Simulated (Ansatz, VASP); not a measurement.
# MgS (Niningerite) in two plane-wave programs

One calculation is typed for both programs; each brings its own data sets and cutoff. How far apart do they land? The cell is taken from a series of VASP runs on this material, whose earlier steps may have relaxed, scaled or displaced it; both programs get it as it stands.

Method: plane waves, with VASP 6.6.1 beside it; relaxation of cell and atoms at PBEsol, in Ansatz 0.2.0.

## (1) The structure

Symmetry: Fm-3m, No. 225, cubic system. Conventional cell: a = 5.178 Å, b = 5.178 Å, c = 5.178 Å, α = 90.00°, β = 90.00°, γ = 90.00°. Nearest to S lie 6 Mg at 2.59 Å. Nearest to Mg lie 6 S at 2.59 Å. Farther neighbours and most contacts between anions are not listed.

## (2) VASP: relaxation of cell and atoms, PBEsol

The relaxed volume is the usual yardstick between codes: its relative difference is about their pressure difference at one cell divided by the bulk modulus.

Lines of VASP's logs that name or quote its potential files are left out, and so is its time.

INCAR

```
SYSTEM = MgS
PREC = Accurate
ENCUT = 450
EDIFF = 1E-06
NELM = 100
ISMEAR = 0
SIGMA = 0.03
LREAL = .FALSE.
ALGO = Normal
GGA = PS
NBANDS = 10
LORBIT = 11
LWAVE = .FALSE.
LCHARG = .FALSE.
KPAR = 4
IBRION = 2
NSW = 50
ISIF = 3
EDIFFG = -0.006
```

POSCAR

```
MgS
1.0
    0.0000000000      2.5888178205      2.5888178205
    2.5888178205      0.0000000000      2.5888178205
    2.5888178205      2.5888178205      0.0000000000
S Mg
1 1
Direct
    0.5000000000      0.5000000000      0.5000000000
    0.0000000000      0.0000000000      0.0000000000
```

KPOINTS

```
Automatic mesh
0
Gamma
8 8 8
0 0 0
```

The projector-augmented-wave data sets are S and Mg (PBE family, release 64).

Command:

```sh
mpirun -np 4 vasp_std
```

Numbers of over 12 decimals in the logs are rounded to 6 here.

The program printed:

```text
[banner, memory and clock lines left out]
running    4 mpi-ranks, on    1 nodes
 distrk:  each k-point on    1 cores,    4 groups
 distr:  one band on    1 cores,    1 groups

 POSCAR found type information on POSCAR S Mg
 POSCAR found :  2 types and       2 ions
|                                                                             |
|               ----> ADVICE to this user running VASP <----                  |
|                                                                             |
|     You enforced a specific xc type in the INCAR file but a different       |
|     [... a line on the potential file left out ...]
|     I HOPE YOU KNOW WHAT YOU ARE DOING!                                     |
|                                                                             |

 LDA part: xc-table for (Slater+PW92), standard interpolation
 POSCAR, INCAR and KPOINTS ok, starting setup
 FFT: planning ... GRIDC
 FFT: planning ... GRID_SOFT
 FFT: planning ... GRID
 WAVECAR not read
 entering main loop
       N       E                     dE             d eps       ncg     rms          rms(c)
DAV:   1     0.170229744834E+02    0.17023E+02   -0.34645E+03   612   0.582E+02
DAV:   2    -0.836815975080E+01   -0.25391E+02   -0.23873E+02   724   0.960E+01
DAV:   3    -0.943511408029E+01   -0.10670E+01   -0.10658E+01   732   0.216E+01
DAV:   4    -0.944014537479E+01   -0.50313E-02   -0.50307E-02   728   0.173E+00
DAV:   5    -0.944018036331E+01   -0.34989E-04   -0.34988E-04   702   0.131E-01    0.417E+00
DAV:   6    -0.911812132877E+01    0.32206E+00   -0.70803E-01   624   0.353E+00    0.316E+00
DAV:   7    -0.907735103051E+01    0.40770E-01   -0.18774E-01   648   0.196E+00    0.194E+00
DAV:   8    -0.907479901574E+01    0.25520E-02   -0.97175E-03   644   0.617E-01    0.704E-01
DAV:   9    -0.907461874350E+01    0.18027E-03   -0.44027E-04   642   0.128E-01    0.297E-01
DAV:  10    -0.907461153233E+01    0.72112E-05   -0.12530E-04   652   0.536E-02    0.131E-02
DAV:  11    -0.907461220796E+01   -0.67563E-06   -0.15126E-06   616   0.836E-03
   1 F= -.90746122E+01 E0= -.90746122E+01  d E =-.907461E+01
 curvature:   0.00 expect dE= 0.000E+00 dE for cont linesearch  0.000E+00
 trial: gam= 0.00000 g(F)=  0.413E-60 g(S)=  0.122E-05 ort = 0.000E+00 (trialstep = 0.100E+01)
 search vector abs. value=  0.122E-05
 reached required accuracy - stopping structural energy minimisation
```

Parts of OUTCAR (step 2):

```text
ion  position               nearest neighbor table
   1  0.500  0.500  0.500-   2 2.59   2 2.59   2 2.59   2 2.59   2 2.59   2 2.59
   2  0.000  0.000  0.000-   1 2.59   1 2.59   1 2.59   1 2.59   1 2.59   1 2.59

  LATTYP: Found a face centered cubic cell.
 ALAT       =     5.1776356410

 Subroutine GETGRP returns: Found 48 space group operations
 (whereof 48 operations were pure point group operations)

The static configuration has the point symmetry O_h .

 Found     29 irreducible k-points:

   k-points           NKPTS =     29   k-points in BZ     NKDIM =     29   number of bands    NBANDS=     10

   dimension x,y,z NGX =    28 NGY =   28 NGZ =   28
   dimension x,y,z NGXF=    56 NGYF=   56 NGZF=   56

   ENCUT  =  450.0 eV  33.07 Ry    5.75 a.u.   6.33  6.33  6.33*2*pi/ulx,y,z

   NELECT =       8.0000    total number of electrons

 k-points in reciprocal lattice and weights: Automatic mesh
   0.00000000  0.00000000  0.00000000       0.002
   0.12500000  0.00000000  0.00000000       0.016
   0.25000000  0.00000000  0.00000000       0.016
   0.37500000  0.00000000  0.00000000       0.016
   0.50000000  0.00000000  0.00000000       0.008
   0.12500000  0.12500000  0.00000000       0.012
   0.25000000  0.12500000  0.00000000       0.047
   0.37500000  0.12500000  0.00000000       0.047
   0.50000000  0.12500000  0.00000000       0.047
[...]
-0.37500000  0.50000000  0.12500000       0.023
  -0.25000000  0.50000000  0.25000000       0.012

 average (electrostatic) potential at core
       1 -86.0839       2 -36.3808

 E-fermi :   4.0096

 k-point     1 :       0.0000    0.0000    0.0000
  band No.  band energies     occupation
      1      -8.9600      2.00000
      2       3.8096      2.00000
      3       3.8096      2.00000
      4       3.8096      2.00000
      5       7.5192      0.00000
      6      11.6537      0.00000
      7      11.6537      0.00000
      8      11.6537      0.00000
      9      14.1367      0.00000
    ...

 k-point     2 :       0.1250    0.0000    0.0000
  band No.  band energies     occupation
      1      -8.8036      2.00000
      2       2.7301      2.00000
      3       3.7033      2.00000
      4       3.7033      2.00000
      5       8.3230      0.00000
      6      11.3375      0.00000
      7      11.9129      0.00000
      8      11.9129      0.00000
      9      13.4937      0.00000
    ...

 k-point     3 :       0.2500    0.0000    0.0000
  band No.  band energies     occupation
      1      -8.3791      2.00000
      2       0.9228      2.00000
      3       3.4725      2.00000
      4       3.4725      2.00000
      5       8.6929      0.00000
      6      11.5642      0.00000
      7      11.5642      0.00000
      8      12.1054      0.00000
      9      14.0526      0.00000
    ...

  Total       -0.0040983     -0.0040983     -0.0040983      0.0000000      0.0000000      0.0000000
  in kB       -0.1892279     -0.1892279     -0.1892279      0.0000000      0.0000000      0.0000000
  external PRESSURE =      -0.1892279 kB  Pullay stress =       0.0000000 kB

  energy-cutoff  :      450.00
  volume of cell :       34.70
      direct lattice vectors                 reciprocal lattice vectors
     0.000000000  2.588817821  2.588817821    -0.193138349  0.193138349  0.193138349
     2.588817821  0.000000000  2.588817821     0.193138349 -0.193138349  0.193138349
     2.588817821  2.588817821  0.000000000     0.193138349  0.193138349 -0.193138349

 POSITION                                       TOTAL-FORCE (eV/Angst)
 -----------------------------------------------------------------------------------
      2.58882      2.58882      2.58882         0.000000      0.000000      0.000000
      0.00000      0.00000      0.00000        -0.000000     -0.000000     -0.000000
 -----------------------------------------------------------------------------------
    total drift:                                0.000000      0.000000      0.000000

  FREE ENERGIE OF THE ION-ELECTRON SYSTEM (eV)
  ---------------------------------------------------
  free  energy   TOTEN  =        -9.0746122080 eV

  energy  without entropy=       -9.0746122080  energy(sigma->0) =       -9.07461221

 reached required accuracy - stopping structural energy minimisation

 total charge
# of ion       s       p       d       tot
------------------------------------------
    1        1.309   2.486   0.000   3.794
    2        0.139   0.132   0.041   0.312
--------------------------------------------------
tot          1.447   2.618   0.041   4.106

[... 3 further parts left out ...]
```

## (3) Ansatz: relaxation of cell and atoms, PBEsol

Ansatz runs on its default PAW (the set named soft_2) files.

The same cell, functional, mesh and smearing now go to Ansatz, which takes its cutoff from its data sets.

input.yaml

```yaml
crystal:
  lattice:
    - [0.0, 2.5888178205, 2.5888178205]
    - [2.5888178205, 0.0, 2.5888178205]
    - [2.5888178205, 2.5888178205, 0.0]
  atoms:
    - { symbol: S, position: [0.5, 0.5, 0.5] }
    - { symbol: Mg, position: [0.0, 0.0, 0.0] }
hamiltonian:
  xc: pbesol
  pseudopotentials: { kind: paw }
kpoints:
  mp_grid: { grid: [8, 8, 8] }
scf:
  occupations: { method: gaussian, width: 0.03 }
relax:
  f_tol: 0.01
  max_steps: 60
  cell: { stress_tol: 0.05 }
output:
  forces: true
  stress: true
  write_density: true
  write_potential: true
  elf: true
  volumetric_format: npy
```

Command:

```sh
ansatz run input.yaml --threads 4 --pin off --max-ram 9216MiB --backend cpu --events-out ev --progress --plain --runs-dir out
```

The program printed:

```text
Engine: ansatz 0.2.0, aarch64-unknown-linux-gnu
Pseudopotentials: kind: paw
Pseudopotential: S, paw, valence charge 6, recommended cutoff 420 eV (normal), S.paw.azcp
Pseudopotential: Mg, paw, valence charge 10, recommended cutoff 420 eV (normal), Mg.paw.azcp
Functional definition: PBEsol
  exchange = pbesol_x
  correlation = pbesol_c
Crystal: 2 atoms, lattice volume = 34.700 Å³
Basis set: ecut = 420 eV, 645 PW (Γ), exchange–correlation on 50×50×50 points (8 copies of the dense FFT grid, shifted against one another)
Bands: 12, of which v1, the nominal top of the filled ones, is band 8 counted from 1 (7 counted from 0)
Symmetry: 48 space group operations
Space group: Fm-3m (ITA 225), of the structure as read, at distance tolerance 3.3e-5 Å
k-points: 29 of 512
Non-local potential: S, projectors of the file, l = 0: 2, l = 1: 2, l = 2: 2
Non-local potential: Mg, projectors of the file, l = 0: 3, l = 1: 2, l = 2: 1
PAW form: soft (Blöchl's): semilocal exchange-correlation on the pseudo side does not see the compensation charge
PAW frozen core: S, regenerated for the run's functional, and the local potential with it (the file was generated under x = pbe(κ = 0.804, μ = 0.219515), c = pbe(β = 0.066725))
PAW frozen core: Mg, regenerated for the run's functional, and the local potential with it (the file was generated under x = pbe(κ = 0.804, μ = 0.219515), c = pbe(β = 0.066725))
PAW one-centre angular grid: S, 110 points (default); XC on 64 Gauss nodes
PAW one-centre angular grid: Mg, 110 points (default); XC on 64 Gauss nodes
Initial density: superposition of atomic densities (neutral atoms: chi_scale 0, normalization atom), corrected by the library's trained network
Initial wavefunctions: pseudopotential atomic-orbital guess
Functional: x = pbesol(κ = 0.804, μ = 0.123457), c = pbesol(β = 0.046)
SCF iter   1: F=—  HF=-2799.920419 eV  |F-HF|=—  |Δ(HF+E_count)|=         —  Δρ=3.92e-3  dr2=7.43e-3  ethr=1.77e-3  ⟨swp⟩=6.4  Hψ=2079  notcnv=0
preconditioner: auto → none  [insulator: Δε(μ)=2.668 eV  Ē_g=11.730 eV  σ=0.030 eV  W_gap=1.00  n_scr=8 (ndim 8)  ℏωp=17.8 eV  f_vac=0.000  D(μ)=0.00/eV (n_scr^D=0)  ε∞_Penn≈3.3]
SCF iter   2: F=—  HF=-2799.917569 eV  |F-HF|=—  |Δ(HF+E_count)|=   2.85e-3  Δρ=1.16e-3  dr2=2.97e-4  ethr=4.64e-5  ⟨swp⟩=2.0  Hψ=793  notcnv=0
SCF iter   3: F=—  HF=-2799.917576 eV  |F-HF|=—  |Δ(HF+E_count)|=   6.65e-6  Δρ=3.94e-4  dr2=3.10e-5  ethr=1.86e-6  ⟨swp⟩=2.3  Hψ=505  notcnv=0
SCF iter   4: F=—  HF=-2799.917596 eV  |F-HF|=—  |Δ(HF+E_count)|=   2.02e-5  Δρ=5.21e-5  dr2=5.22e-7  ethr=1.94e-7  ⟨swp⟩=1.0  Hψ=349  notcnv=0
iter 5 did not close the SCF: its close was put off for the readings that it lacked (scf_convergence_deferred on its scf_iter line)
SCF iter   5: F=-2799.917596 eV  HF=-2799.917596 eV  |F-HF|=1.85e-9  |Δ(HF+E_count)|=   3.47e-7  Δρ=4.17e-6  dr2=1.90e-9  ethr=3.26e-9  ⟨swp⟩=1.9  Hψ=404  notcnv=0
SCF iter   6: F=-2799.917596 eV  HF=-2799.917596 eV  |F-HF|=2.55e-11  |Δ(HF+E_count)|=   2.56e-9  Δρ=4.13e-7  dr2=5.21e-11  ethr=1.19e-11  ⟨swp⟩=4.9  Hψ=1705  notcnv=0
SCF 1 converged in 6 iterations: F = -2799.917596 eV  dr2 = 5.21e-11
  greatest PAW one-centre occupation: 1.000 electrons in one spin orbital (limit 2), on the Mg atom at site 1 (counted from 0), in its partial waves of l = 0
relax step   1: F+E_penalty+E_count = -2799.91759604 eV  Δ(F+E_penalty+E_count) = +0.000e0 eV  max|allowed force component| = 2.375e-30 eV/Å  Δτ_max = 0.0000 Å  P = +0.201 GPa  Ω = 34.700 Å³  (6 SCF iters, dr2 threshold 1.00e-7 eV, accepted)
[...]
relax step   2: F+E_penalty+E_count = -2799.91764723 eV  Δ(F+E_penalty+E_count) = -5.118e-5 eV  max|allowed force component| = 2.432e-30 eV/Å  Δτ_max = 0.0000 Å  P = +0.037 GPa  Ω = 34.773 Å³  energy of the carried Pulay correction = -2.453e-6 eV  (3 SCF iters, dr2 threshold 1.01e-7 eV, accepted)
[...]
relax step   3: F+E_penalty+E_count = -2799.91764872 eV  Δ(F+E_penalty+E_count) = -1.498e-6 eV  max|allowed force component| = 2.498e-30 eV/Å  Δτ_max = 0.0000 Å  P = +0.037 GPa  Ω = 34.773 Å³  stress off target by 3.68e-2 GPa  SCF on the basis re-selected at this cell (its energy is not comparable with the rows above)  (4 SCF iters)
basis re-selected at this cell: Δ(F+E_penalty+E_count) = -1.498e-6 eV, ΔP = -0.000 GPa vs the last step (what re-selecting the basis moved, of the pressure what is left beyond the Pulay correction that the steps carried, after the strain that the cell walked since its last selection, with what the two solves' SCF thresholds leave and, on support functions, any second-order correction that the steps lacked; it is no m [...]
SCF converged after 4 iterations
Free energy (F): -2799.917649 eV
Harris-Foulkes:  -2799.917649 eV  (|F-HF|=1.46e-11)
Internal energy: -2799.917649 eV  (E = F + TS)
E sigma→0 (E₀):  -2799.917649 eV
Fermi energy:    7.846511 eV
--- Per-component energies (eV) ---
  E_band       = -328.548043
  E_kinetic    = 185.171133
  E_local      = -1659.330405  (includes V_loc(G=0)·N_el)
  E_nonlocal   = 124.265460
  E_hartree    = 590.158893
  E_xc         = -126.447918
  E_vxc        = -126.755631  (∫ρ·V_xc dr)
  E_paw        = -865.671337  (= ΣΔE_a)
  E_vpaw       = -32.216502  (= ΣTr[D̂ρ^β])
  E_aug_tail   = -0.000003  (compensation charges beyond the density's cutoff)
  E_ewald      = -1048.184282
  E_core_change = 0.120812  (= ΣΔE_core)
  E_smearing   = -0.000000  (= −TS)
  E_closure    = -0.000000  (closes the sum)
  Σ components = -2799.917649   (vs F -2799.917649, Δ=0.00e0)
--- Forces (eV/Å), atoms counted from 1 ---
  atom   1  S      0.00000000    -0.00000000     0.00000000
  atom   2  Mg    -0.00000000     0.00000000     0.00000000
  max |Σ_I F_I| component: 5.00e-30 eV/Å
--- Stress (GPa, compression-positive) ---
        0.036760      -0.000000      -0.000000
       -0.000000       0.036760      -0.000000
       -0.000000      -0.000000       0.036760
  P = ⅓ Tr σ = 0.0368 GPa (0.368 kbar)
--- Band table (eV; the first three rows and the last of 29) ---
  k-point 0: bands = [... 4 lower, -6.2714, 6.4828, 6.4828, 6.4828, 10.1762, 14.2878, 14.2878, 14.2878]
  k-point 1: bands = [... 4 lower, -6.1146, 5.4062, 6.3774, 6.3774, 10.9803, 13.9785, 14.5431, 14.5431]
  k-point 2: bands = [... 4 lower, -5.6895, 3.6052, 6.1483, 6.1483, 11.3532, 14.1972, 14.1972, 14.7454]
  k-point 28: bands = [... 4 lower, -4.4766, 3.1518, 3.1518, 4.0564, 11.7304, 14.3148, 14.3148, 14.4902]
--- Relaxed structure (2 steps of the walk, 2 accepted, 1 SCFs on fresh bases) ---
  F+E_penalty+E_count = -2799.91764872 eV   max|allowed force component| = 2.498e-30 eV/Å   (the final SCF, on the basis selected at the relaxed cell)
  cell:  # Å, volume = 34.7729 Å³
    - [0, 2.590619, 2.590619]
    - [2.590619, 0, 2.590619]
    - [2.590619, 2.590619, 0.0]
  atoms:
    - { symbol: S, position: [0.5, 0.5, 0.5] }
    - { symbol: Mg, position: [0, 0, 0] }
```

It took 0.72 s on 4 threads of Arm Neoverse V2, shared host; peak memory 0.29 GiB; 2.1 s of CPU time.

## (4) Differences

Known differences besides the potentials themselves: both relaxations stop at a tolerance, which leaves soft axes loose, and VASP keeps its plane-wave basis; the data sets hold 16 valence electrons in Ansatz (default PAW (the set named soft_2) files) and 8 in VASP; the cutoff is 420 eV in Ansatz and 450 eV in VASP; Ansatz makes its cores anew for this functional, VASP keeps those of its PBE data sets; VASP leaves aspherical gradient terms in its spheres out (LASPH is not set), Ansatz keeps them; Ansatz adds a Pulay correction to the stress that steers its cell, VASP none. Total energies have different zeros and are not compared.

The two programs side by side:

| quantity | Ansatz | VASP | difference |
| --- | --- | --- | --- |
| volume (Å³) | 34.77 | 34.70 | +0.21 % |
| edge a after relaxation, in the typed setting (Å) | 3.664 | 3.661 | +0.07 % |

The walks stopped with 0.04 GPa left in Ansatz and -0.02 GPa in VASP; each walk ends within a tolerance, so the volume difference is uncertain by about these residues over the bulk modulus, most in soft cells.

## (5) Summary of results

```json
{
  "difference in volume (relaxation of cell and atoms, PBEsol)": "0.21 %"
}
```

In words: The difference in volume is 0.21 % (relaxation of cell and atoms, PBEsol), within the 1.2 % picked in this series as the mark of a large difference, as far as the stopping tolerances let one tell. How closely two codes agree says nothing of how well the functional describes the real material.

[Lines on the potential files, build, host, timing and source positions are cut from VASP's logs without a mark.]

[Logs are printed without paths, hosts, clocks, repeated set-up lines and the standing remarks that a program may print on its own settings, such as how far it seeks lower states.]

[Hosts, paths, dates, database ids (printed as entryN), source tags and the programs' standing remarks are cut or masked in the printed files.]
